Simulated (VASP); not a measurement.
A convergence study with VASP on ZrC (rock salt): one setting is varied, all else stays as given below, so the limit is that of these other settings.

```
ZrC
1.0
    0.00000     2.35000     2.35000
    2.35000     0.00000     2.35000
    2.35000     2.35000     0.00000
Zr C
1 1
Cartesian
  0.00000   0.00000   0.00000
  2.35000   2.35000   2.35000
```

Computed with PBE GGA, VASP's PBE PAW potentials (set 64) (plane waves; VASP). The tightest run used: 700 eV cut-off, 19×19×19 Monkhorst-Pack mesh, first-order Methfessel-Paxton smearing of 0.10 eV, potentials Zr_sv C.

```tsv
setting	E (eV/atom)	pressure (GPa)	irreducible k-points
1×1×1 mesh	-0.3028	92.73	1
2×2×2 mesh	-9.7991	2.18	2
3×3×3 mesh	-9.6289	2.01	4
4×4×4 mesh	-9.7173	1.63	10
5×5×5 mesh	-9.7099	1.26	10
```

These are the cheaper rows. Estimate the results at 19×19×19 mesh, and how far the last row shown lies from them.

```
quantity        tightest run  last row shown is off by
--------------  ------------  ------------------------
E (eV/atom)          -9.7318                    0.0219
pressure (GPa)          1.44                     -0.18
```

Left out are rungs that failed or repeat a setting and relaxations that didn't move; long series are thinned to 24 rows.

The compound is ZrC in the rock salt structure. The cell was not relaxed at this level.
